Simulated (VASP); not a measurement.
Consider the following.

```
NiSi2
1.0
    3.81758     0.00000     0.00000
   -1.90879     3.30612     0.00000
    0.00000     0.00000    24.32028
Si Ni
6 3
Direct
  0.66667   0.33333   0.33979
  0.33333   0.66667   0.46796
  0.00000   0.00000   0.40387
  0.00000   0.00000   0.59613
  0.66667   0.33333   0.53204
  0.33333   0.66667   0.66021
  0.33333   0.66667   0.37183
  0.00000   0.00000   0.50000
  0.66667   0.33333   0.62817
```

Method: PBEsol GGA, VASP's PBE PAW potentials (set 64) (plane waves; VASP 6.6.1). Settings: PREC = Normal, EDIFF = 1E-5, 400 eV cut-off, 8×8×1 Γ-centred mesh, first-order Methfessel-Paxton smearing of 0.10 eV, potentials Si Ni.

Q: The ions are relaxed. Give the cell that the relaxation ends in.

A: 
```
NiSi2
1.0
    3.81758     0.00000     0.00000
   -1.90879     3.30612     0.00000
    0.00000     0.00000    24.32028
Si Ni
6 3
Direct
  0.66667   0.33333   0.34511
  0.33333   0.66667   0.46800
  0.00000   0.00000   0.40295
  0.00000   0.00000   0.59705
  0.66667   0.33333   0.53200
  0.33333   0.66667   0.65489
  0.33333   0.66667   0.37377
  0.00000   0.00000   0.50000
  0.66667   0.33333   0.62623
```

Q: How much energy does the relaxation gain?

A: The energy (σ→0) changes by -13.5 meV/atom, in 12 ionic steps.

The cell is a thin slab with vacuum, built from NiSi2 (fluorite): (111) face. The run is not spin-polarised, so no magnetic state was tried.
